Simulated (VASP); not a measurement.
Output of a VASP run:

**OSZICAR**
```
       N       E                     dE             d eps       ncg     rms          rms(c)
DAV:   1     0.602864337414E+02    0.60286E+02   -0.73381E+03  4410   0.143E+03
DAV:   2    -0.358529810065E+02   -0.96139E+02   -0.94284E+02  4520   0.375E+02
DAV:   3    -0.374217390836E+02   -0.15688E+01   -0.15457E+01  4616   0.567E+01
DAV:   4    -0.374336527325E+02   -0.11914E-01   -0.11893E-01  4468   0.506E+00
DAV:   5    -0.374337972652E+02   -0.14453E-03   -0.14449E-03  4580   0.568E-01    0.182E+01
DAV:   6    -0.732116821550E+01    0.30113E+02   -0.46547E+00  4420   0.403E+01    0.467E+00
DAV:   7    -0.780886071711E+01   -0.48769E+00   -0.53855E+00  4400   0.335E+01    0.195E+00
DAV:   8    -0.821878367314E+01   -0.40992E+00   -0.35075E+00  4400   0.317E+01    0.125E+00
DAV:   9    -0.747636435497E+01    0.74242E+00   -0.11795E+00  4434   0.170E+01    0.360E+00
DAV:  10    -0.819114016878E+01   -0.71478E+00   -0.84524E-01  4422   0.145E+01    0.634E-01
DAV:  11    -0.819373084691E+01   -0.25907E-02   -0.50819E-03  4416   0.117E+00    0.574E-01
DAV:  12    -0.819242092517E+01    0.13099E-02   -0.28298E-03  4408   0.589E-01    0.112E-01
DAV:  13    -0.819324395522E+01   -0.82303E-03   -0.52331E-04  4412   0.311E-01    0.176E-01
DAV:  14    -0.819319469578E+01    0.49259E-04   -0.15022E-04  4426   0.204E-01    0.848E-02
DAV:  15    -0.819318629326E+01    0.84025E-05   -0.27645E-06  4496   0.277E-02    0.662E-02
DAV:  16    -0.819317803987E+01    0.82534E-05   -0.15985E-05  4400   0.724E-02    0.331E-02
DAV:  17    -0.819317338479E+01    0.46551E-05   -0.96077E-06  4400   0.557E-02    0.548E-03
DAV:  18    -0.819317485855E+01   -0.14738E-05   -0.29693E-07  4420   0.922E-03    0.335E-04
DAV:  19    -0.819317321895E+01    0.16396E-05   -0.15853E-08  2200   0.205E-03    0.283E-04
DAV:  20    -0.819317370791E+01   -0.48897E-06   -0.39139E-09  2200   0.102E-03    0.308E-05
DAV:  21    -0.819317357483E+01    0.13308E-06   -0.23425E-10  2200   0.261E-04    0.111E-04
DAV:  22    -0.819317362165E+01   -0.46819E-07   -0.21198E-10  2200   0.272E-04
   1 F= -.81931736E+01 E0= -.81931736E+01  d E =0.000000E+00
       N       E                     dE             ncg
```

### OUTCAR
```
------------------------ aborting loop because EDIFF is reached ----------------------------------------
  FORCE on cell =-STRESS in cart. coord.  units (eV):
  Direction    XX          YY          ZZ          XY          YZ          ZX
  --------------------------------------------------------------------------------------
  Total        0.0266218      0.0266218      0.0266218      0.0000000      0.0000000      0.0000000
  in kB        3.2717290      3.2717290      3.2717290      0.0000000      0.0000000      0.0000000
  external PRESSURE =       3.2717290 kB  Pullay stress =       0.0000000 kB
  volume of cell :       13.04
      direct lattice vectors                 reciprocal lattice vectors
    -1.482643402  1.482643402  1.482643402     0.000000000  0.337235507  0.337235507
     1.482643402 -1.482643402  1.482643402     0.337235507  0.000000000  0.337235507
     1.482643402  1.482643402 -1.482643402     0.337235507  0.337235507  0.000000000
 POSITION                                       TOTAL-FORCE (eV/Angst)
 -----------------------------------------------------------------------------------
      0.00000      0.00000      0.00000         0.000000      0.000000      0.000000
 -----------------------------------------------------------------------------------
    total drift:                                0.000000     -0.000000      0.000000
  FREE ENERGIE OF THE ION-ELECTRON SYSTEM (eV)
  ---------------------------------------------------
  free  energy   TOTEN  =        -8.1931736217 eV

  energy  without entropy=       -8.1931736217  energy(sigma->0) =       -8.19317362

 total charge

# of ion       s       p       d       tot
------------------------------------------
    1        2.346   6.218   3.102  11.666
```
(Selected blocks of OUTCAR.)

POSCAR:
```
V
1
   -1.4826434023     1.4826434023     1.4826434023
    1.4826434023    -1.4826434023     1.4826434023
    1.4826434023     1.4826434023    -1.4826434023
V
1
Direct
  0.0000000000   0.0000000000   0.0000000000
```

**Question.** Reconstruct the remaining input files.

**Answer.** One answer among several that fit: the input of the run itself, revTPSS meta-GGA, plane waves, VASP's PBE PAW potentials (set 64).

**KPOINTS_OPT**
```
k-points along high-symmetry lines
10
Line-mode
Reciprocal
  0.000000   0.000000   0.000000 ! GAMMA
  0.500000  -0.500000   0.500000 ! H

  0.500000  -0.500000   0.500000 ! H
  0.000000   0.000000   0.500000 ! N

  0.000000   0.000000   0.500000 ! N
  0.000000   0.000000   0.000000 ! GAMMA

  0.000000   0.000000   0.000000 ! GAMMA
  0.250000   0.250000   0.250000 ! P

  0.250000   0.250000   0.250000 ! P
  0.500000  -0.500000   0.500000 ! H

  0.250000   0.250000   0.250000 ! P
  0.000000   0.000000   0.500000 ! N
```

### KPOINTS
```
Automatic mesh
0
G
 19 19 19
0 0 0
```

### INCAR
```
! general
SYSTEM  = V
PREC    = Accurate
ENCUT   = 520   ! plane-wave cut-off (eV)
LREAL   = .False.   ! projection in real space or not
LASPH   = .True.   ! aspherical one-centre terms

! electronic loop
EDIFF   = 1E-7
NELM    = 100   ! most electronic steps
ALGO    = Normal   ! blocked Davidson
LMAXMIX = 4
LMIXTAU = .True.

! smearing
ISMEAR  = -5   ! tetrahedra, Bloechl

! functional
METAGGA = RTPSS

! ions
ISIF    = 2

! output
LWAVE   = .False.
LCHARG  = .False.
LORBIT  = 11
NEDOS   = 601
```

POTCAR, in this order: V_sv (PBE.64 set). Program: vasp_std.

For a metal the tetrahedron method with Blöchl corrections gives inexact stress and forces.

The compound is V in the bcc structure. It was relaxed first, which changed the volume by -6 %. The run is not spin-polarised, so no magnetic state was tried.
